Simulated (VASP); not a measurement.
# Ga3W2F (P6/mmm) in VASP: single point with PBE

Aim: the single point of Ga3W2F with PBE.

Everything below comes from runs of VASP 6.6.1. Logs are shortened: lines on timing, memory, paths and dates and some standing lists are left out, and cuts for length are marked.

## (1) The cell of the first run

Symmetry: P6/mmm, No. 191, hexagonal system. The conventional cell has a = 5.777 Å, b = 5.777 Å, c = 3.365 Å, α = 90.00°, β = 90.00°, γ = 120.00°. Ga (site symmetry mmm) is surrounded by 4 W at 2.37 Å. W (site symmetry -6m2) has 6 Ga at 2.37 Å as nearest neighbours. F (site symmetry 6/mmm) is surrounded by 6 W at 3.34 Å and 12 Ga at 3.34 Å and 2 F at 3.36 Å.

The cell was built by a generator and needn't be a form met in nature.

## (2) Single point, PBE (species swapped into the SmB2Rh3 type (P6/mmm, No. 191))

Contents of INCAR:

```
SYSTEM = Ga3W2F
ALGO = Normal
EDIFF = 1E-6
ENCUT = 520
GGA = PE
ISIF = 2
ISMEAR = 0
LASPH = .True.
LCHARG = .False.
LREAL = .False.
LWAVE = .False.
NBANDS = 46
NELM = 100
PREC = Accurate
SIGMA = 0.1
```

Contents of KPOINTS:

```
k-points
0
Gamma
  3 3 6
  0 0 0
```

Contents of POSCAR:

```
Ga3W2F
1.0
    5.7774098300      0.0000000000      0.0000000000
   -2.8887049100      5.0033836800      0.0000000000
    0.0000000000      0.0000000000      3.3645466600
Ga W F
3 2 1
Direct
    0.5000000000      0.0000000000      0.5000000000
    0.5000000000      0.5000000000      0.5000000000
    0.0000000000      0.5000000000      0.5000000000
    0.3333333300      0.6666666700      0.0000000000
    0.6666666700      0.3333333300      0.0000000000
    0.0000000000      0.0000000000      0.0000000000
```

Potentials or basis: VASP PAW PBE potentials, release 64 (Ga_d, W_sv, F).

Run with:

```bash
cat potpaw_PBE.64/Ga_d/POTCAR potpaw_PBE.64/W_sv/POTCAR potpaw_PBE.64/F/POTCAR > POTCAR
mpirun -np 1 vasp_std > vasp.out
```

OUTCAR:

```text
SYSTEM = Ga3W2F
   EDIFF = 1E-6
   ENCUT = 520
   GGA = PE
   ISIF = 2
   ISMEAR = 0
   LASPH = .True.
   LREAL = .False.
   NELM = 100
   PREC = Accurate

 ion  position               nearest neighbor table
   1  0.500  0.000  0.500-   4 2.37   5 2.37   4 2.37   5 2.37   2 2.89   2 2.89   3 2.89   3 2.89

   2  0.500  0.500  0.500-   4 2.37   5 2.37   4 2.37   5 2.37   1 2.89   1 2.89   3 2.89   3 2.89

   3  0.000  0.500  0.500-   4 2.37   5 2.37   4 2.37   5 2.37   2 2.89   2 2.89   1 2.89   1 2.89

   4  0.333  0.667  0.000-   1 2.37   1 2.37   3 2.37   3 2.37   2 2.37   2 2.37   5 3.34   5 3.34
                             5 3.34
   5  0.667  0.333  0.000-   1 2.37   1 2.37   3 2.37   3 2.37   2 2.37   2 2.37   4 3.34   4 3.34
                             4 3.34
   6  0.000  0.000  0.000-

  LATTYP: Found a hexagonal cell.
 ALAT       =     5.7774098300
 C/A-ratio  =     0.5823624702

  Lattice vectors:

 A1 = (   5.7774098300,   0.0000000000,   0.0000000000)
 A2 = (  -2.8887049100,   5.0033836800,   0.0000000000)
 A3 = (   0.0000000000,   0.0000000000,   3.3645466600)

Analysis of symmetry for initial positions (statically):
=====================================================================
 Subroutine PRICEL returns:
 Original cell was already a primitive cell.

 Routine SETGRP: Setting up the symmetry group for a
 hexagonal supercell.

 Subroutine GETGRP returns: Found 24 space group operations
 (whereof 24 operations were pure point group operations)
 out of a pool of 24 trial point group operations.

The static configuration has the point symmetry D_6h.

Analysis of symmetry for dynamics (positions and initial velocities):
=====================================================================
 Subroutine PRICEL returns:
 Original cell was already a primitive cell.

 Routine SETGRP: Setting up the symmetry group for a
 hexagonal supercell.

 Subroutine GETGRP returns: Found 24 space group operations
 (whereof 24 operations were pure point group operations)
 out of a pool of 24 trial point group operations.

The dynamic configuration has the point symmetry D_6h.

 Subroutine INISYM returns: Found 24 space group operations
 (whereof 24 operations are pure point group operations),
 and found     1 'primitive' translations

----------------------------------------------------------------------------------------

[... 90 lines left out ...]
   NSW    =      0    number of steps for IOM
   IBRION =     -1    ionic relax: 0-MD 1-quasi-New 2-CG
   NFREE  =      0    steps in history (QN), initial steepest desc. (CG)
   ISIF   =      2    stress and relaxation
   ISYM   =      2    0-nonsym 1-usesym 2-fastsym
   POTIM  = 0.5000    time-step for ionic-motion
   TEBEG  =    0.0;   TEEND  =   0.0 temperature during run
   PSTRESS=    0.0 pullay stress
   NELECT =      74.0000    total number of electrons
   NUPDOWN=      -1.0000    fix difference up-down
   EMIN   =  10.00;   EMAX   =-10.00  energy-range for DOS
   EFERMI =   0.00;   METHOD = LEGACY
   ISMEAR =     0;   SIGMA  =   0.10  broadening in eV -4-tet -1-fermi 0-gaus
   EFERMI_NEDOS =   21; number of points for ismear=-14 and -15
   IALGO  =     38    algorithm
   IMIX   =      4    mixing-type and parameters
     AMIX     =   0.40;   BMIX     =  1.00
     AMIX_MAG =   1.60;   BMIX_MAG =  1.00
  volume/ion in A,a.u.               =      16.21       109.39
  Fermi-wavevector in a.u.,A,eV,Ry     =   1.494552  2.824293 30.391119  2.233684
  Thomas-Fermi vector in A             =   2.606810
   LORBIT       =      0    0 simple, 1 ext, 2 COOP (PROOUT), +10 PAW based schemes
   GGA     = PE    functional components
   LHFCALC =     F    Hartree Fock is set to
   AEXX    =    0.0000 exact exchange contribution
   IVDW    =     0    specifies the selected vdW correction
   LEPSILON=     F    determine dielectric tensor
   LRPA    =     F    only Hartree local field effects (RPA)
 non-spin polarized calculation
 Gauss-broadening in eV      SIGMA  =   0.10
  energy-cutoff  :      520.00
  volume of cell :       97.26
 maximum number of plane-waves:      2643
 NGX is ok and might be reduce to    48
   NGX = 21   NGY = 21   NGZ = 13

 number of electron      73.9999996 magnetization

 Free energy of the ion-electron system (eV)
  ---------------------------------------------------
  ext. energy  EPLUGINS =         0.00000000
  ---------------------------------------------------
  free energy    TOTEN  =       -32.02211944 eV

  energy without entropy =      -31.99397533  energy(sigma->0) =      -32.00804739

 E-fermi :   6.0896     XC(G=0): -11.4394

 val. band max:        6.0881712268   @ k =   0.0000   0.0000   0.3333
 cond. band min:       6.1323492154   @ k =   0.3333   0.0000   0.0000
 fundamental gap:      0.0441779886
 Fermi energy:         6.0895539252

 k-point     1 :       0.0000    0.0000    0.0000
  band No.  band energies     occupation
      1     -67.6569      2.00000
      2     -67.6501      2.00000
      3     -32.1175      2.00000
      4     -32.1175      2.00000
      5     -32.0071      2.00000
      6     -32.0071      2.00000
[... 577 lines left out ...]
     45      11.2446      0.00000
     46      12.8495      0.00000

------------------------ aborting loop because EDIFF is reached ----------------------------------------

  FORCE on cell =-STRESS in cart. coord.  units (eV):
  Direction    XX          YY          ZZ          XY          YZ          ZX
  --------------------------------------------------------------------------------------
  -------------------------------------------------------------------------------------
  Total       12.8422440     12.8422440     32.9542644      0.0000000      0.0000000      0.0000000
  in kB      211.5572729    211.5572729    542.8735280      0.0000002      0.0000000      0.0000000
  external PRESSURE =     321.9960246 kB  Pullay stress =       0.0000000 kB

 VOLUME and BASIS-vectors are now :
 -----------------------------------------------------------------------------
  energy-cutoff  :      520.00
  volume of cell :       97.26
      direct lattice vectors                 reciprocal lattice vectors
     5.777409830  0.000000000  0.000000000     0.173087946  0.099932372  0.000000000
    -2.888704910  5.003383680  0.000000000     0.000000000  0.199864744  0.000000000
     0.000000000  0.000000000  3.364546660     0.000000000  0.000000000  0.297216862

 POSITION                                       TOTAL-FORCE (eV/Angst)
 -----------------------------------------------------------------------------------
      2.88870      0.00000      1.68227        -0.000000      0.000000      0.000000
      1.44435      2.50169      1.68227        -0.000000      0.000000      0.000000
     -1.44435      2.50169      1.68227        -0.000000      0.000000      0.000000
     -0.00000      3.33559      0.00000        -0.000000     -0.000000      0.000000
      2.88870      1.66779      0.00000         0.000000      0.000000      0.000000
      0.00000      0.00000      0.00000         0.000000      0.000000      0.000000
 -----------------------------------------------------------------------------------
    total drift:                               -0.000000      0.000000     -0.000000

  FREE ENERGIE OF THE ION-ELECTRON SYSTEM (eV)
  ---------------------------------------------------
  free  energy   TOTEN  =       -32.0221194431 eV

  energy  without entropy=      -31.9939753296  energy(sigma->0) =      -32.00804739
```

OSZICAR:

```text
N       E                     dE             d eps       ncg     rms          rms(c)
DAV:   1     0.894085685276E+03    0.89409E+03   -0.37853E+04  1272   0.275E+03
DAV:   2     0.882789136862E+02   -0.80581E+03   -0.78032E+03  1166   0.742E+02
DAV:   3    -0.278468104689E+02   -0.11613E+03   -0.11125E+03  1272   0.213E+02
DAV:   4    -0.342247069873E+02   -0.63779E+01   -0.62680E+01  1400   0.514E+01
DAV:   5    -0.343628245747E+02   -0.13812E+00   -0.13787E+00  1294   0.702E+00    0.312E+01
DAV:   6    -0.325452845669E+02    0.18175E+01   -0.81951E+00  1228   0.152E+01    0.134E+01
DAV:   7    -0.325002844241E+02    0.45000E-01   -0.11574E+01  1356   0.994E+00    0.824E+00
DAV:   8    -0.320171442973E+02    0.48314E+00   -0.10107E+00  1308   0.581E+00    0.182E+00
DAV:   9    -0.320330035112E+02   -0.15859E-01   -0.41394E-01  1294   0.278E+00    0.112E+00
DAV:  10    -0.320224284190E+02    0.10575E-01   -0.11734E-01  1326   0.129E+00    0.259E-01
DAV:  11    -0.320232294665E+02   -0.80105E-03   -0.19874E-02  1318   0.603E-01    0.250E-01
DAV:  12    -0.320220877088E+02    0.11418E-02   -0.43415E-03  1290   0.255E-01    0.477E-02
DAV:  13    -0.320221388767E+02   -0.51168E-04   -0.88101E-04  1228   0.112E-01    0.418E-02
DAV:  14    -0.320221199815E+02    0.18895E-04   -0.10870E-04  1118   0.452E-02    0.116E-02
DAV:  15    -0.320221198693E+02    0.11221E-06   -0.11653E-05  1030   0.126E-02    0.345E-03
DAV:  16    -0.320221194431E+02    0.42619E-06   -0.72134E-07   678   0.462E-03
   1 F= -.32022119E+02 E0= -.32008047E+02  d E =-.281441E-01
```

Wall time 49 s (1 thread of Intel Xeon Platinum 8488C (Sapphire Rapids), shared host); peak memory 0.25 GiB.

What came out:

* Free energy: -32.0221 eV
* Pressure: 32.2 GPa
* Band gap on the k mesh: none (metal or under the smearing width)

Stress tensor (GPa, compression positive):
```
21.16  0.00  0.00
 0.00 21.16  0.00
 0.00  0.00 54.29
```

Caveat: the k mesh is coarse (spacing up to 0.42 Å⁻¹), so the values aren't converged; a pressure of tens of GPa on the cell as given is suspect, and the run, the potentials or the cell itself is likely at fault. The run has no spin-orbit coupling, so splittings on W are missing.
